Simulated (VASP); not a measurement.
Zn3B:

```xyz
4
Lattice="3.7032 0.0000 0.0000 0.0000 3.7032 0.0000 0.0000 0.0000 3.7032" Properties=species:S:1:pos:R:3 pbc="T T T"
Zn    0.0000    1.8516    1.8516
Zn    1.8516    0.0000    1.8516
Zn    1.8516    1.8516    0.0000
B     0.0000    0.0000    0.0000
```

The cell was built by a generator and needn't be a form met in nature.

| Item | Value |
| --- | --- |
| Program | VASP 6.6.1 |
| Task | relaxation of cell and atoms |
| Functional | RPBE |
| Potentials or basis | VASP PAW PBE potentials, release 64 (Zn, B) |
| Cutoff | 600 eV |
| k mesh | 7 × 7 × 7 |
| Occupations | methfessel-paxton, width 0.2 eV |
| Spin | no spin polarisation |

At the start: pressure 4.1 GPa; volume 12.70 Å³/atom.

Where does the relaxation end?

Over 3 steps the energy falls by 7.3 meV/atom and the volume is 13.29 Å³/atom (+4.7 %); space group Pm-3m (No. 221, to 0.05 Å).

The path:
```csv
step,energy change (eV),largest force (eV/Å),pressure (GPa),volume (Å³)
1,0.0000,0.0000,4.14,50.79
2,-0.0292,0.0000,-0.12,53.24
3,-0.0292,0.0000,-0.02,53.16
```

Final structure:
```xyz
4
Lattice="3.7600 0.0000 0.0000 0.0000 3.7600 0.0000 0.0000 0.0000 3.7600" Properties=species:S:1:pos:R:3 pbc="T T T"
Zn    0.0000    1.8800    1.8800
Zn    1.8800    0.0000    1.8800
Zn    1.8800    1.8800    0.0000
B     0.0000    0.0000    0.0000
```

Caveat: the PAW data sets were made with another functional, which shifts forces and pressure a little.
